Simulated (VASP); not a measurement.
Input:

```xyz
5
Lattice="5.8065 0.0000 0.0000 0.0000 5.8065 0.0000 0.0000 0.0000 5.8065" Properties=species:S:1:pos:R:3 pbc="T T T"
Cs     0.0000     0.0000     0.0000
Pb     2.9033     2.9033     2.9033
Br     2.9033     0.0000     2.9033
Br     0.0000     2.9033     2.9033
Br     2.9033     2.9033     0.0000
```

Computed with PBE GGA with D4 dispersion, VASP's PBE PAW potentials (set 64) (plane waves; VASP). Settings: 520 eV cut-off, 4×4×4 Γ-centred mesh, Gaussian smearing of 0.050 eV, potentials Cs_sv Pb_d Br.

Task: Give the stress tensor in GPa (positive for a compressed cell).

Result: 
```
1.61  0.00  0.00
0.00  1.61  0.00
0.00  0.00  1.61
```
The pressure is its mean diagonal, 1.61 GPa.

The compound is CsPbBr3 in the cubic perovskite structure, the ideal cubic form; the compound distorts at low or room temperature. This cell is one point of a volume scan, at 0.94 of the reference volume.
